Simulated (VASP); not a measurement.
Output of a VASP run:

**OSZICAR**
```
       N       E                     dE             d eps       ncg     rms          rms(c)
DAV:   1     0.211555116199E+03    0.21156E+03   -0.19538E+04   480   0.152E+03
DAV:   2    -0.732846682109E+02   -0.28484E+03   -0.28210E+03   648   0.334E+02
DAV:   3    -0.101859296301E+03   -0.28575E+02   -0.28396E+02   744   0.865E+01
DAV:   4    -0.103425696902E+03   -0.15664E+01   -0.15643E+01   744   0.208E+01
DAV:   5    -0.103500013400E+03   -0.74316E-01   -0.74314E-01   744   0.361E+00    0.265E+01
DAV:   6    -0.881072429956E+02    0.15393E+02   -0.34333E+01   632   0.245E+01    0.259E+01
DAV:   7    -0.852888646276E+02    0.28184E+01   -0.30305E+00   600   0.110E+01    0.131E+01
DAV:   8    -0.861145012028E+02   -0.82564E+00   -0.16286E+00   544   0.103E+01    0.703E+00
DAV:   9    -0.856120946399E+02    0.50241E+00   -0.18173E+00   520   0.101E+01    0.123E+00
DAV:  10    -0.858152138514E+02   -0.20312E+00   -0.30942E-01   616   0.421E+00    0.767E-01
DAV:  11    -0.857827472240E+02    0.32467E-01   -0.62139E-02   568   0.178E+00    0.703E-01
DAV:  12    -0.858087447569E+02   -0.25998E-01   -0.59255E-02   552   0.184E+00    0.692E-01
DAV:  13    -0.858062773863E+02    0.24674E-02   -0.83785E-03   656   0.670E-01    0.368E-01
DAV:  14    -0.858209514399E+02   -0.14674E-01   -0.14652E-02   560   0.960E-01    0.194E-01
DAV:  15    -0.858207716015E+02    0.17984E-03   -0.29560E-03   720   0.265E-01    0.557E-02
DAV:  16    -0.858207020965E+02    0.69505E-04   -0.67629E-04   592   0.174E-01    0.751E-02
DAV:  17    -0.858209117775E+02   -0.20968E-03   -0.98809E-05   600   0.706E-02    0.458E-02
DAV:  18    -0.858210113825E+02   -0.99605E-04   -0.10232E-04   600   0.681E-02    0.430E-03
DAV:  19    -0.858210130756E+02   -0.16930E-05   -0.29892E-06   736   0.104E-02    0.497E-03
DAV:  20    -0.858210127641E+02    0.31144E-06   -0.28054E-07   552   0.494E-03    0.338E-03
DAV:  21    -0.858210130938E+02   -0.32971E-06   -0.10441E-06   560   0.875E-03    0.218E-03
DAV:  22    -0.858210132729E+02   -0.17912E-06   -0.10476E-07   432   0.231E-03    0.176E-03
DAV:  23    -0.858210132647E+02    0.82532E-08   -0.13992E-08   400   0.747E-04
   1 F= -.85821013E+02 E0= -.85821013E+02  d E =0.000000E+00
       N       E                     dE             ncg
       N       E                     dE             ncg
       N       E                     dE             ncg
       N       E                     dE             ncg
       N       E                     dE             ncg
       N       E                     dE             ncg
```

**OUTCAR**
```
------------------------ aborting loop because EDIFF is reached ----------------------------------------
  FORCE on cell =-STRESS in cart. coord.  units (eV):
  Direction    XX          YY          ZZ          XY          YZ          ZX
  --------------------------------------------------------------------------------------
  Total        0.0038264      0.0038264      0.0038264      0.0000000      0.0000000      0.0000000
  in kB        0.0437398      0.0437398      0.0437398      0.0000000      0.0000000      0.0000000
  external PRESSURE =       0.0437398 kB  Pullay stress =       0.0000000 kB
  volume of cell :      140.16
      direct lattice vectors                 reciprocal lattice vectors
     5.194489456  0.000000000  0.000000000     0.192511701  0.000000000  0.000000000
     0.000000000  5.194489456  0.000000000     0.000000000  0.192511701  0.000000000
     0.000000000  0.000000000  5.194489456     0.000000000  0.000000000  0.192511701
 POSITION                                       TOTAL-FORCE (eV/Angst)
 -----------------------------------------------------------------------------------
      0.00000      2.59724      2.59724         0.000000      0.000000      0.000000
      2.59724      0.00000      2.59724         0.000000      0.000000      0.000000
      2.59724      2.59724      0.00000         0.000000      0.000000      0.000000
      0.00000      0.00000      0.00000         0.000000      0.000000      0.000000
      2.59724      2.59724      2.59724         0.000000      0.000000      0.000000
 -----------------------------------------------------------------------------------
    total drift:                                0.000000     -0.000000     -0.000000
  FREE ENERGIE OF THE ION-ELECTRON SYSTEM (eV)
  ---------------------------------------------------
  free  energy   TOTEN  =       -85.8210132647 eV

  energy  without entropy=      -85.8210132647  energy(sigma->0) =      -85.82101326

 total charge

# of ion       s       p       d       tot
------------------------------------------
    1        2.020   5.876   0.230   8.126
    2        2.020   5.876   0.230   8.126
    3        2.020   5.876   0.230   8.126
    4        1.077   1.391   0.003   2.471
    5        1.253   2.365   0.000   3.618
--------------------------------------------------
tot          8.391  21.383   0.692  30.465
```
(Selected blocks of OUTCAR.)

File POSCAR:
```
Sr3SbN
1
    5.1944894562     0.0000000000     0.0000000000
    0.0000000000     5.1944894562     0.0000000000
    0.0000000000     0.0000000000     5.1944894562
Sr Sb N
3 1 1
Direct
  0.0000000000   0.5000000000   0.5000000000
  0.5000000000   0.0000000000   0.5000000000
  0.5000000000   0.5000000000   0.0000000000
  0.0000000000   0.0000000000   0.0000000000
  0.5000000000   0.5000000000   0.5000000000
```

### Question
Write an INCAR and KPOINTS that could have produced this output.

### Answer
One answer among several that fit: the input of the run itself, r2SCAN meta-GGA, plane waves, VASP's PBE PAW potentials (set 64).

INCAR:
```
NEDOS = 601   # DOS grid
ENCUT = 520   # plane-wave cut-off (eV)
LEFG = .TRUE.
LMAXMIX = 4
LORBIT = 11   # lm-projected
ISIF = 2   # forces and stress, cell fixed
ISMEAR = -5   # tetrahedra, Bloechl
EDIFF = 1E-7   # SCF stop (eV)
LMIXTAU = .TRUE.
LREAL = .FALSE.   # projection in real space or not
METAGGA = R2SCAN
LCHARG = .FALSE.
LWAVE = .FALSE.
LASPH = .TRUE.   # aspherical one-centre terms
SYSTEM = Sr3SbN
NELM = 100   # most electronic steps
ALGO = Normal
PREC = Accurate
```

File KPOINTS:
```
Automatic mesh
0
Gamma
5 5 5
0 0 0
```

### KPOINTS_OPT
```
k-points along high-symmetry lines
10
Line-mode
Reciprocal
  0.000000   0.000000   0.000000 ! GAMMA
  0.000000   0.500000   0.000000 ! X

  0.000000   0.500000   0.000000 ! X
  0.500000   0.500000   0.000000 ! M

  0.500000   0.500000   0.000000 ! M
  0.000000   0.000000   0.000000 ! GAMMA

  0.000000   0.000000   0.000000 ! GAMMA
  0.500000   0.500000   0.500000 ! R

  0.500000   0.500000   0.500000 ! R
  0.000000   0.500000   0.000000 ! X

  0.500000   0.500000   0.500000 ! R
  0.500000   0.500000   0.000000 ! M
```

POTCAR, in this order: Sr_sv Sb N (PBE.64 set). Program: vasp_std.

The structure comes from a computed database's Sr3SbN entry (Pm-3m); how it stands against other phases isn't given here. It was relaxed first.
